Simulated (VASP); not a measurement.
An input for Ansatz (written as the equivalent of a VASP run, and not itself run):

Ansatz 0.2 input:
```yaml
crystal:
  lattice:
    - [3.2500000, 0.0000000, 0.0000000]
    - [0.0000000, 3.2500000, 0.0000000]
    - [0.0000000, 0.0000000, 3.2500000]
  atoms:
    - { symbol: In, position: [0.5000000, 0.5000000, 0.5000000] }
    - { symbol: Pd, position: [0.0000000, 0.0000000, 0.0000000] }
kpoints:
  mp_grid: { grid: [10, 10, 10] }
hamiltonian:
  xc: pbe
  dispersion: d4
  pseudopotentials: { kind: paw }
scf:
  occupations: { method: methfessel_paxton, width: 0.1 }
  max_iter: 100
output: { forces: true, stress: true, eigenvalues: true }
```

**Question.** Write the VASP files for the same calculation (PBE-D4).

**Answer.** This is not unique; one that fits is 
### POSCAR
```
PdIn
1
    3.2500000000     0.0000000000     0.0000000000
    0.0000000000     3.2500000000     0.0000000000
    0.0000000000     0.0000000000     3.2500000000
In Pd
1 1
Direct
  0.5000000000   0.5000000000   0.5000000000
  0.0000000000   0.0000000000   0.0000000000
```

**INCAR**
```
SYSTEM = PdIn
PREC = Accurate
ENCUT = 400
EDIFF = 1E-6
NELM = 100
ALGO = Normal
LREAL = .FALSE.
LASPH = .TRUE.
ISMEAR = 1
SIGMA = 0.1
GGA = PE
LMAXMIX = 4
LWAVE = .FALSE.
LCHARG = .FALSE.
ISIF = 2
IVDW = 13
```

KPOINTS:
```
Automatic mesh
0
Gamma
10 10 10
0 0 0
```

POTCAR, in this order: In_d Pd (PBE.64 set). Program: vasp_std.

The two are equivalent in intent, not identical: each code has its own PAW files, so the cut-off isn't converted (ENCUT is set for VASP's; basis.ecutwfc is left out, and Ansatz then takes the one that its files recommend); Ansatz stops its SCF on the density residual and VASP on the energy change (EDIFF).

The compound is PdIn in the CsCl type structure. The cell was not relaxed at this level. The run is one of a series of settings (IVDW = 13 against the base run), some of them coarse on purpose.
